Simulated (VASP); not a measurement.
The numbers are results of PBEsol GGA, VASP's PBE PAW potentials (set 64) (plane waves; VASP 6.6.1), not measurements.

Input for VASP

**POSCAR**
```
Re
1
    1.3336717995    -2.3099871834    -0.0000000000
    1.3336717995     2.3099871834     0.0000000000
    0.0000000000     0.0000000000     4.3119694057
Re
2
Direct
  0.3333330000   0.6666670000   0.2500000000
  0.6666670000   0.3333330000   0.7500000000
```

**KPOINTS**
```
Automatic mesh
0
Gamma
16 16 9
0 0 0
```

INCAR:
```
ALGO=Normal
EDIFF=1E-6
EDIFFG=-0.02
ENCUT=500
GGA=PS
IBRION=2
ISIF=3
ISMEAR=1
LASPH=.TRUE.
LCHARG=.FALSE.
LMAXMIX=6
LREAL=.FALSE.
LWAVE=.FALSE.
NELM=100
NSW=40
PREC=Accurate
PSTRESS=450
SIGMA=0.1
SYSTEM=Re
```

POTCAR, in this order: Re (PBE.64 set). Program: vasp_std.

The run wrote:

**OUTCAR**
```
 ion  position               nearest neighbor table
   1  0.333  0.667  0.250-   2 2.65   2 2.65   2 2.65   2 2.65   2 2.65   2 2.65
   2  0.667  0.333  0.750-   1 2.65   1 2.65   1 2.65   1 2.65   1 2.65   1 2.65
  LATTYP: Found a hexagonal cell.
 ALAT       =     2.6673434830
 C/A-ratio  =     1.6165782297
 Subroutine PRICEL returns:
 Original cell was already a primitive cell.
 Subroutine GETGRP returns: Found 24 space group operations
The static configuration has the point symmetry D_3d.
 The point group associated with its full space group is D_6h.
The dynamic configuration has the point symmetry D_3d.
 Subroutine INISYM returns: Found 24 space group operations
 Subroutine IBZKPT returns following result:
 Found    150 irreducible k-points:

 Following reciprocal coordinates:
            Coordinates               Weight
  0.000000  0.000000  0.000000      1.000000
  0.062500 -0.000000  0.000000      6.000000
  0.125000 -0.000000  0.000000      6.000000
  0.187500 -0.000000  0.000000      6.000000
  0.250000 -0.000000  0.000000      6.000000
  0.312500 -0.000000  0.000000      6.000000
  0.375000 -0.000000  0.000000      6.000000
  0.437500 -0.000000  0.000000      6.000000
  0.500000 -0.000000  0.000000      3.000000
  0.062500  0.062500  0.000000      6.000000
  0.125000  0.062500  0.000000     12.000000
  0.187500  0.062500  0.000000     12.000000
  0.250000  0.062500  0.000000     12.000000
  0.312500  0.062500  0.000000     12.000000
  0.375000  0.062500  0.000000     12.000000
  0.437500  0.062500  0.000000     12.000000
  0.125000  0.125000  0.000000      6.000000
  0.187500  0.125000  0.000000     12.000000
  0.250000  0.125000  0.000000     12.000000
  0.312500  0.125000  0.000000     12.000000
  0.375000  0.125000  0.000000     12.000000
  0.437500  0.125000  0.000000      6.000000
  0.187500  0.187500  0.000000      6.000000
  0.250000  0.187500  0.000000     12.000000
  0.312500  0.187500  0.000000     12.000000
  0.375000  0.187500  0.000000     12.000000
  0.250000  0.250000  0.000000      6.000000
  0.312500  0.250000  0.000000     12.000000
  0.375000  0.250000  0.000000      6.000000
  0.312500  0.312500  0.000000      6.000000
  0.000000  0.000000  0.111111      2.000000
  0.062500 -0.000000  0.111111     12.000000
  0.125000 -0.000000  0.111111     12.000000
  0.187500 -0.000000  0.111111     12.000000
  0.250000 -0.000000  0.111111     12.000000
  0.312500 -0.000000  0.111111     12.000000
  0.375000 -0.000000  0.111111     12.000000
  0.437500 -0.000000  0.111111     12.000000
  0.500000 -0.000000  0.111111      6.000000
  0.062500  0.062500  0.111111     12.000000
   k-points           NKPTS =    150   k-points in BZ     NKDIM =    150   number of bands    NBANDS=     11
   number of dos      NEDOS =    301   number of ions     NIONS =      2
   total plane-waves  NPLWV =  12800
   dimension x,y,z NGX =    20 NGY =   20 NGZ =   32
   dimension x,y,z NGXF=    40 NGYF=   40 NGZF=   64
   ions per type =               2
   PREC   = accura    normal or accurate (medium, high low for compatibility)
   ISTART =      0    job   : 0-new  1-cont  2-samecut
   ICHARG =      2    charge: 1-file 2-atom 10-const
   ISPIN  =      1    spin polarized calculation?
   LNONCOLLINEAR =      F non collinear calculations
   LSORBIT =      F    spin-orbit coupling
   INIWAV =      1    electr: 0-lowe 1-rand  2-diag
   ENCUT  =  500.0 eV  36.75 Ry    6.06 a.u.   4.86  4.86  7.86*2*pi/ulx,y,z
   NELM   =    100;   NELMIN=  2; NELMDL= -5     # of ELM steps
   EDIFF  = 0.1E-05   stopping-criterion for ELM
   LREAL  =      F    real-space projection
...
```

OSZICAR:
```
       N       E                     dE             d eps       ncg     rms          rms(c)
DAV:   1     0.265281750541E+02    0.26528E+02   -0.69784E+03  5993   0.158E+03
DAV:   2    -0.215945450441E+02   -0.48123E+02   -0.40479E+02  5315   0.323E+02
DAV:   3    -0.274297003424E+02   -0.58352E+01   -0.47554E+01  5427   0.255E+02
DAV:   4    -0.277379927025E+02   -0.30829E+00   -0.27494E+00  6069   0.264E+01
DAV:   5    -0.277470293964E+02   -0.90367E-02   -0.87106E-02  5712   0.291E+00    0.539E+01
DAV:   6    -0.267973467091E+02    0.94968E+00   -0.73199E-01  6094   0.249E+01    0.254E+01
DAV:   7    -0.264179503059E+02    0.37940E+00   -0.69123E-01  6279   0.232E+01    0.388E-01
DAV:   8    -0.264099374576E+02    0.80128E-02   -0.58788E-03  5823   0.791E-01    0.222E-01
DAV:   9    -0.264087823369E+02    0.11551E-02   -0.76277E-04  5957   0.310E-01    0.513E-02
DAV:  10    -0.264087957525E+02   -0.13416E-04   -0.79769E-05  5429   0.163E-01    0.129E-02
DAV:  11    -0.264267132584E+02   -0.17918E-01   -0.17130E-01  3030   0.168E-02    0.664E-02
DAV:  12    -0.298080596533E+02   -0.33813E+01   -0.34474E+01  2790   0.103E-01    0.600E-01
DAV:  13    -0.264080168129E+02    0.34000E+01   -0.70859E-01  2597   0.362E-01    0.334E-03
DAV:  14    -0.264080166983E+02    0.11457E-06   -0.11190E-07  2487   0.109E-02
   1 F= -.18945830E+02 E0= -.18945765E+02  d E =-.189458E+02
       N       E                     dE             d eps       ncg     rms          rms(c)
DAV:   1    -0.263945153957E+02    0.13501E-01   -0.53448E-02  4992   0.101E+01    0.403E-01
DAV:   2    -0.263941600578E+02    0.35534E-03   -0.51556E-04  5966   0.362E-01    0.175E-01
DAV:   3    -0.263940531081E+02    0.10695E-03   -0.21510E-04  6238   0.302E-01    0.186E-02
DAV:   4    -0.263940535035E+02   -0.39542E-06   -0.51934E-06  4918   0.246E-02
   2 F= -.18945646E+02 E0= -.18945595E+02  d E =0.183565E-03
       N       E                     dE             d eps       ncg     rms          rms(c)
DAV:   1    -0.264043867495E+02   -0.10334E-01   -0.23434E-02  4991   0.659E+00    0.270E-01
DAV:   2    -0.264042956578E+02    0.91092E-04   -0.95749E-04  5942   0.245E-01    0.117E-01
DAV:   3    -0.264042470399E+02    0.48618E-04   -0.13372E-04  6235   0.206E-01    0.129E-02
DAV:   4    -0.264042486285E+02   -0.15886E-05   -0.15409E-05  3370   0.167E-02    0.458E-03
DAV:   5    -0.264042485866E+02    0.41967E-07   -0.34283E-07  2243   0.237E-02
   3 F= -.18946670E+02 E0= -.18946608E+02  d E =-.840283E-03
```

### OUTCAR
```
------------------------ aborting loop because EDIFF is reached ----------------------------------------
  FORCE on cell =-STRESS in cart. coord.  units (eV):
  Direction    XX          YY          ZZ          XY          YZ          ZX
  --------------------------------------------------------------------------------------
  Total        7.4948333      7.4948323      7.4761991      0.0000000      0.0000000      0.0000000
  in kB      452.2479891    452.2479303    451.1235788      0.0000000      0.0000000      0.0000000
  external PRESSURE =       1.8731661 kB  Pullay stress =     450.0000000 kB
  volume of cell :       26.55
      direct lattice vectors                 reciprocal lattice vectors
     1.333919342 -2.310415923 -0.000000000     0.374835257 -0.216411251 -0.000000000
     1.333919342  2.310415923  0.000000000     0.374835257  0.216411251  0.000000000
     0.000000000 -0.000000000  4.307707256     0.000000000 -0.000000000  0.232142052
 POSITION                                       TOTAL-FORCE (eV/Angst)
 -----------------------------------------------------------------------------------
      1.33392      0.77014      1.07693        -0.000000     -0.000000      0.000000
      1.33392     -0.77014      3.23078         0.000000      0.000000      0.000000
 -----------------------------------------------------------------------------------
    total drift:                               -0.000001      0.000001     -0.000016
  FREE ENERGIE OF THE ION-ELECTRON SYSTEM (eV)
  ---------------------------------------------------
  free  energy   TOTEN  =       -26.4042485866 eV

  energy  without entropy=      -26.4040616411  energy(sigma->0) =      -26.40418627
  enthalpy is  TOTEN    =       -18.9466698417 eV   P V=        7.4575787449

 reached required accuracy - stopping structural energy minimisation
```
(Selected blocks of OUTCAR.)

File CONTCAR:
```
Re
   1.00000000000000
     1.3339193420148385   -2.3104159233932409   -0.0000000000000000
     1.3339193420148385    2.3104159233932409    0.0000000000000000
     0.0000000000000000   -0.0000000000000000    4.3077072560009348
  Re
     2
Direct
     0.3333330000000032    0.6666669999999968    0.2500000000000000
     0.6666669999999968    0.3333330000000032    0.7500000000000000
```

**OUTCAR**
```
 val. band max:        9.0214892495   @ k =   0.3750   0.0625   0.4444

 cond. band min:       9.0480686517   @ k =   0.4375   0.0625   0.3333


 Fermi energy:         9.0420787967

 k-point     1 :       0.0000    0.0000    0.0000
  band No.  band energies     occupation
      1      -1.5658      2.00000
      2       1.6027      2.00000
      3       7.1557      2.00000
      4       7.1557      2.00000
      5       7.1741      2.00000
      6       8.1477      2.00000
      7       8.1477      2.00000
      8       9.2244     -0.02714
      9       9.2244     -0.02712
     10       9.9361     -0.00000
     11      12.9086      0.00000

 k-point     2 :       0.0625   -0.0000    0.0000
  band No.  band energies     occupation
      1      -1.3840      2.00000
      2       1.7745      2.00000
      3       6.6768      2.00000
      4       7.3251      2.00000
      5       7.5881      2.00000
      6       8.0132      2.00000
      7       8.3088      2.00000
      8       8.8693      2.03469
      9       9.0752      0.47186
     10       9.4467     -0.00000
     11      13.0163      0.00000

 k-point     3 :       0.1250   -0.0000    0.0000
  band No.  band energies     occupation
      1      -0.8615      2.00000
      2       2.2433      2.00000
      3       6.1119      2.00000
      4       7.6062      2.00000
      5       7.6655      2.00000
      6       7.8259      2.00000
      7       8.1277      2.00000
      8       8.6979      2.00001
      9       8.7837      2.00158
     10       9.0688      0.56483
     11      13.2728      0.00000

 k-point     4 :       0.1875   -0.0000    0.0000
  band No.  band energies     occupation
      1      -0.0721      2.00000
      2       2.8216      2.00000
      3       5.6408      2.00000
      4       6.3658      2.00000
      5       7.1961      2.00000
      6       8.2210      2.00000
      7       8.6353      2.00000
      8       8.7053      2.00002
      9       8.7912      2.00222
...
```

Unless said otherwise, spin-orbit coupling is left out, though it shifts the bands of the heavy elements here.

The compound is Re in the hcp structure. This run relaxes it under an external pressure of 45 GPa. Symmetry was kept, so distortions that lower it aren't found.
